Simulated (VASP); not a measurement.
Input:

```
CELL_PARAMETERS angstrom
      0.00000     2.18040     2.18040
      2.18040     0.00000     2.18040
      2.18040     2.18040     0.00000
ATOMIC_POSITIONS crystal
  Be 0.25000 0.25000 0.25000
  Be 0.75000 0.75000 0.75000
  C  0.00000 0.00000 0.00000
```

These are PBE GGA with D3 dispersion (Becke-Johnson damping), VASP's PBE PAW potentials (set 64) (plane waves; VASP 6.6.1) values and carry that method's errors. Numerical set-up: 520 eV cut-off, 9×9×9 Γ-centred mesh, Gaussian smearing of 0.050 eV, potentials Be C.

Predict the energy per atom (σ→0), pressure.

```yaml
energy per atom (σ→0): -6.122 eV/atom
pressure: -11.18 GPa
```

Only differences to runs with the same potentials and settings are physical.

The compound is Be2C in the antifluorite structure. This cell is one point of a volume scan, at 1.06 of the reference volume.
